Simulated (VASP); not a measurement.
Method: PBE GGA with D4 dispersion, VASP's PBE PAW potentials (set 64) (plane waves; VASP 6.6.1).

The input files of a VASP run:

**POSCAR**
```
Tm
1
    1.7681809226    -3.0625792653     0.0000000000
    1.7681809226     3.0625792653    -0.0000000000
    0.0000000000    -0.0000000000     5.4744571243
Tm
2
Direct
  0.3333330000   0.6666670000   0.2500000000
  0.6666670000   0.3333330000   0.7500000000
```

KPOINTS:
```
Automatic
0
gamma
 13 13 8
0 0 0
```

**INCAR**
```
ENCUT  =  520   # plane-wave cut-off (eV)
ISMEAR  =  -5
PREC  =  Accurate
LMAXMIX  =  6   # l cut-off of mixed one-centre charges
LREAL  =  F   # projection in real space or not
NELM  =  100
LCHARG  =  T
SYSTEM  =  Tm
ISIF  =  2
EDIFF  =  1E-7
IVDW  =  13   # D4
ALGO  =  Normal   # blocked Davidson
LASPH  =  T   # aspherical one-centre terms
LORBIT  =  11   # lm-projected
LWAVE  =  F
GGA  =  PE
NEDOS  =  601   # DOS grid
```

POTCAR, in this order: Tm_3 (PBE.64 set). Program: vasp_std.

The resulting files:

OUTCAR:
```
 ion  position               nearest neighbor table
   1  0.333  0.667  0.250-   2 3.41   2 3.41   2 3.41   2 3.41   2 3.41   2 3.41
   2  0.667  0.333  0.750-   1 3.41   1 3.41   1 3.41   1 3.41   1 3.41   1 3.41
  LATTYP: Found a hexagonal cell.
 ALAT       =     3.5363619062
 C/A-ratio  =     1.5480477591
 Subroutine PRICEL returns:
 Original cell was already a primitive cell.
 Subroutine GETGRP returns: Found 24 space group operations
The static configuration has the point symmetry D_3d.
 The point group associated with its full space group is D_6h.
The dynamic configuration has the point symmetry D_3d.
 Subroutine INISYM returns: Found 24 space group operations
 Subroutine IBZKPT returns following result:
 Found    105 irreducible k-points:

 Following reciprocal coordinates:
            Coordinates               Weight
  0.000000  0.000000  0.000000      1.000000
  0.076923 -0.000000  0.000000      6.000000
  0.153846  0.000000  0.000000      6.000000
  0.230769 -0.000000  0.000000      6.000000
  0.307692  0.000000  0.000000      6.000000
  0.384615  0.000000  0.000000      6.000000
  0.461538  0.000000  0.000000      6.000000
...
```

### OSZICAR
```
       N       E                     dE             d eps       ncg     rms          rms(c)
DAV:   1     0.667989278523E+02    0.66799E+02   -0.84841E+03  2730   0.131E+03
DAV:   2    -0.423808613820E+01   -0.71037E+02   -0.70069E+02  2791   0.400E+02
DAV:   3    -0.882813969862E+01   -0.45901E+01   -0.43043E+01  4514   0.622E+01
DAV:   4    -0.893504917554E+01   -0.10691E+00   -0.10558E+00  4365   0.829E+00
DAV:   5    -0.893614409918E+01   -0.10949E-02   -0.10839E-02  3889   0.728E-01    0.241E+01
DAV:   6    -0.893397280818E+01    0.21713E-02   -0.31623E-02  4249   0.216E+00    0.143E+01
DAV:   7    -0.894866867971E+01   -0.14696E-01   -0.55191E-02  4120   0.278E+00    0.391E-01
DAV:   8    -0.894844014507E+01    0.22853E-03   -0.30761E-03  3555   0.503E-01    0.110E-01
DAV:   9    -0.894844793599E+01   -0.77909E-05   -0.24368E-04  4436   0.168E-01    0.299E-02
DAV:  10    -0.894844201967E+01    0.59163E-05   -0.26090E-05  3849   0.469E-02    0.376E-02
DAV:  11    -0.894844237678E+01   -0.35712E-06   -0.26598E-06  3537   0.163E-02    0.227E-03
DAV:  12    -0.894844265624E+01   -0.27945E-06   -0.22274E-07  2360   0.529E-03    0.889E-04
DAV:  13    -0.894844265953E+01   -0.32994E-08   -0.38912E-08  1780   0.352E-03
   1 F= -.93244858E+01 E0= -.93244858E+01  d E =0.000000E+00
```

File OUTCAR:
```
------------------------ aborting loop because EDIFF is reached ----------------------------------------
  Edisp (eV):   -0.37604
  FORCE on cell =-STRESS in cart. coord.  units (eV):
  Direction    XX          YY          ZZ          XY          YZ          ZX
  --------------------------------------------------------------------------------------
  Total       0.03202     0.03202     0.07171     0.00000     0.00000    -0.00000
  in kB       0.86531     0.86531     1.93775     0.00000     0.00000    -0.00000
  external pressure =        1.22 kB  Pullay stress =        0.00 kB
  volume of cell :       59.29
      direct lattice vectors                 reciprocal lattice vectors
     1.768180923 -3.062579265  0.000000000     0.282776493 -0.163261081  0.000000000
     1.768180923  3.062579265  0.000000000     0.282776493  0.163261081  0.000000000
     0.000000000  0.000000000  5.474457124     0.000000000  0.000000000  0.182666514
 POSITION                                       TOTAL-FORCE (eV/Angst)
 -----------------------------------------------------------------------------------
      1.76818      1.02086      1.36861         0.000000     -0.000000      0.000000
      1.76818     -1.02086      4.10584         0.000000      0.000000      0.000000
 -----------------------------------------------------------------------------------
    total drift:                               -0.000001      0.000069     -0.000012
  FREE ENERGIE OF THE ION-ELECTRON SYSTEM (eV)
  ---------------------------------------------------
  free  energy   TOTEN  =        -9.3244858424 eV

  energy  without entropy=       -9.3244858424  energy(sigma->0) =       -9.32448584

 total charge

# of ion       s       p       d       tot
------------------------------------------
    1        0.552   6.585   1.078   8.214
    2        0.552   6.585   1.078   8.214
--------------------------------------------------
tot          1.103  13.169   2.156  16.429
```
(Selected blocks of OUTCAR.)

### OUTCAR
```
 val. band max:        2.9695172060   @ k =   0.3077   0.0769   0.0000

 cond. band min:       2.9731669709   @ k =   0.3846   0.0769   0.2500


 Fermi energy:         2.9730159933

 k-point     1 :       0.0000    0.0000    0.0000
  band No.  band energies     occupation
      1     -22.6720      2.00000
      2     -22.1659      2.00000
      3     -22.1659      2.00000
      4     -22.0619      2.00000
      5     -22.0619      2.00000
      6     -22.0132      2.00000
      7      -2.7388      2.00000
      8       0.6677      2.00000
      9       4.0189      0.00000
     10       5.0079      0.00000
     11       5.0079      0.00000
     12       5.5216      0.00000
     13       5.7709      0.00000

 k-point     2 :       0.0769   -0.0000    0.0000
  band No.  band energies     occupation
      1     -22.6607      2.00000
      2     -22.1877      2.00000
      3     -22.1737      2.00000
      4     -22.0852      2.00000
      5     -22.0646      2.00000
      6     -22.0189      2.00000
      7      -2.5960      2.00000
      8       0.8084      2.00000
      9       3.8771      0.00000
     10       4.6425      0.00000
     11       5.1432      0.00000
     12       5.5832      0.00000
     13       5.7951      0.00000

 k-point     3 :       0.1538    0.0000    0.0000
  band No.  band energies     occupation
      1     -22.6282      2.00000
      2     -22.2482      2.00000
      3     -22.1944      2.00000
      4     -22.1485      2.00000
      5     -22.0725      2.00000
      6     -22.0362      2.00000
      7      -2.1826      2.00000
      8       1.1966      2.00000
      9       3.5097     -0.01471
     10       4.0460      0.00000
     11       5.1584      0.00000
     12       5.5445      0.00000
     13       5.6314      0.00000

 k-point     4 :       0.2308   -0.0000    0.0000
  band No.  band energies     occupation
      1     -22.5781      2.00000
      2     -22.3340      2.00000
      3     -22.2343      2.00000
...
```

The 4f electrons are frozen in the core of the lanthanide potential, so 4f levels, which can set the real gap, and their magnetism are missing. For a metal the tetrahedron method with Blöchl corrections gives inexact stress and forces.

The compound is Tm in the hcp structure. It was relaxed first.
